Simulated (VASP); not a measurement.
OSZICAR of a VASP run on Ta:

OSZICAR:
```
       N       E                     dE             d eps       ncg     rms          rms(c)
DAV:   1     0.386512917241E+03    0.38651E+03   -0.30477E+04  2088   0.101E+03
DAV:   2    -0.558144681243E+02   -0.44233E+03   -0.43446E+03  1849   0.322E+02
DAV:   3    -0.751116804159E+02   -0.19297E+02   -0.18150E+02  2008   0.577E+01
DAV:   4    -0.762158459810E+02   -0.11042E+01   -0.10737E+01  2161   0.106E+01
DAV:   5    -0.762552222181E+02   -0.39376E-01   -0.38992E-01  2187   0.177E+00    0.288E+01
DAV:   6    -0.739005962120E+02    0.23546E+01   -0.41037E+01  2007   0.305E+01    0.137E+01
DAV:   7    -0.745511290609E+02   -0.65053E+00   -0.71698E+01  2103   0.232E+01    0.114E+01
DAV:   8    -0.703978305803E+02    0.41533E+01   -0.23084E+01  2088   0.145E+01    0.201E+00
DAV:   9    -0.705012586807E+02   -0.10343E+00   -0.14727E+00  2131   0.401E+00    0.125E+00
DAV:  10    -0.704924601950E+02    0.87985E-02   -0.10003E-01  2116   0.166E+00    0.850E-01
DAV:  11    -0.704805846457E+02    0.11876E-01   -0.77136E-02  1913   0.159E+00    0.521E-01
DAV:  12    -0.704779726193E+02    0.26120E-02   -0.13597E-02  2077   0.861E-01    0.196E-01
DAV:  13    -0.704777585830E+02    0.21404E-03   -0.14295E-03  2118   0.225E-01    0.632E-02
DAV:  14    -0.704777964800E+02   -0.37897E-04   -0.26928E-04  1933   0.704E-02    0.278E-02
DAV:  15    -0.704779437311E+02   -0.14725E-03   -0.13718E-04  1861   0.344E-02    0.175E-02
DAV:  16    -0.704782934521E+02   -0.34972E-03   -0.16784E-04  1880   0.575E-02    0.116E-02
DAV:  17    -0.704784312201E+02   -0.13777E-03   -0.27400E-05  1685   0.268E-02    0.763E-03
DAV:  18    -0.704785767942E+02   -0.14557E-03   -0.23322E-05  1558   0.195E-02    0.609E-03
DAV:  19    -0.704785958914E+02   -0.19097E-04   -0.49509E-06  1564   0.146E-02    0.184E-03
DAV:  20    -0.704786039987E+02   -0.81073E-05   -0.11814E-06  1174   0.272E-03    0.436E-04
DAV:  21    -0.704786048880E+02   -0.88930E-06   -0.23445E-07  1114   0.189E-03
   1 F= -.70478605E+02 E0= -.70452774E+02  d E =-.516616E-01
```

Problem. Which electronic solver shows in the log?

Solution. It is blocked Davidson (ALGO = Normal, or the opening steps of other solvers). The INCAR had ALGO = Normal.

Problem. Can the final energy be trusted as converged?

Solution. Self-consistency was reached. It stopped with EDIFF = 1E-6, NELM = 100 (LDA (Ceperley-Alder, Perdew-Zunger), plane waves, VASP's LDA PAW potentials (set 64)).  The cell holds a wide vacuum, so values per volume refer to the whole cell.

The cell is a sheet with vacuum, built from a database entry that may be metastable or hypothetical.
